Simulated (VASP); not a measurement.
Method: PBE GGA with D3 dispersion (Becke-Johnson damping), VASP's PBE PAW potentials (set 64) (plane waves; VASP).

A VASP calculation is set up with these files.

**INCAR**
```
# general
SYSTEM  = PbTe
PREC    = Accurate
ENCUT   = 520
LREAL   = .FALSE.
LASPH   = .TRUE.   # aspherical one-centre terms

# electronic loop
EDIFF   = 1E-7
NELM    = 100   # most electronic steps
ALGO    = Normal   # blocked Davidson
LMAXMIX = 4   # l cut-off of mixed one-centre charges

# smearing
ISMEAR  = 0
SIGMA   = 0.05

# functional
GGA     = PE
IVDW    = 12   # D3, Becke-Johnson

# ions
ISIF    = 2

# output
LWAVE   = .FALSE.
LCHARG  = .FALSE.
```

**KPOINTS**
```
Automatic mesh
0
Gamma
7 7 7
0 0 0
```

### POSCAR
```
PbTe
1
    0.0000000000     3.2970971233     3.2970971233
    3.2970971233     0.0000000000     3.2970971233
    3.2970971233     3.2970971233     0.0000000000
Te Pb
1 1
Direct
  0.5000000000   0.5000000000   0.5000000000
  0.0000000000   0.0000000000   1.0000000000
```

POTCAR, in this order: Te Pb_d (PBE.64 set). Program: vasp_std.

What VASP printed:

File OSZICAR:
```
       N       E                     dE             d eps       ncg     rms          rms(c)
DAV:   1     0.154064806388E+03    0.15406E+03   -0.93133E+03   568   0.136E+03
DAV:   2     0.456660153841E+01   -0.14950E+03   -0.14631E+03   602   0.335E+02
DAV:   3    -0.733147984318E+01   -0.11898E+02   -0.11803E+02   740   0.993E+01
DAV:   4    -0.766117150409E+01   -0.32969E+00   -0.32959E+00   644   0.202E+01
DAV:   5    -0.767291596562E+01   -0.11744E-01   -0.11744E-01   760   0.348E+00    0.293E+00
DAV:   6    -0.752418775140E+01    0.14873E+00   -0.36921E-01   746   0.461E+00    0.180E+00
DAV:   7    -0.752056573429E+01    0.36220E-02   -0.96506E-02   662   0.169E+00    0.890E-01
DAV:   8    -0.752292407841E+01   -0.23583E-02   -0.10851E-02   596   0.124E+00    0.139E-01
DAV:   9    -0.752276768473E+01    0.15639E-03   -0.16597E-03   820   0.455E-01    0.568E-02
DAV:  10    -0.752281212975E+01   -0.44445E-04   -0.16642E-04   596   0.102E-01    0.244E-02
DAV:  11    -0.752282036273E+01   -0.82330E-05   -0.37368E-05   658   0.519E-02    0.983E-03
DAV:  12    -0.752282071786E+01   -0.35513E-06   -0.23619E-06   722   0.176E-02    0.912E-03
DAV:  13    -0.752282042743E+01    0.29043E-06   -0.28929E-07   592   0.492E-03    0.332E-03
DAV:  14    -0.752282041511E+01    0.12315E-07   -0.51139E-07   612   0.671E-03
   1 F= -.82807532E+01 E0= -.82807532E+01  d E =-.497834E-13
```

### OUTCAR
```
------------------------ aborting loop because EDIFF is reached ----------------------------------------
 Edisp (eV)   -0.75793
  FORCE on cell =-STRESS in cart. coord.  units (eV):
  Direction    XX          YY          ZZ          XY          YZ          ZX
  --------------------------------------------------------------------------------------
  Total      -0.81953    -0.81953    -0.81953     0.00000    -0.00000     0.00000
  in kB     -18.31680   -18.31680   -18.31680     0.00000    -0.00000     0.00000
  external pressure =      -18.32 kB  Pullay stress =        0.00 kB
  volume of cell :       71.68
      direct lattice vectors                 reciprocal lattice vectors
     0.000000000  3.297097123  3.297097123    -0.151648551  0.151648551  0.151648551
     3.297097123  0.000000000  3.297097123     0.151648551 -0.151648551  0.151648551
     3.297097123  3.297097123  0.000000000     0.151648551  0.151648551 -0.151648551
  FREE ENERGIE OF THE ION-ELECTRON SYSTEM (eV)
  ---------------------------------------------------
  free  energy   TOTEN  =        -8.2807532392 eV

  energy  without entropy=       -8.2807532392  energy(sigma->0) =       -8.28075324
```
(Selected blocks of OUTCAR.)

The compound is PbTe in the rock salt structure. This cell is one point of a volume scan, at 1.06 of the reference volume.
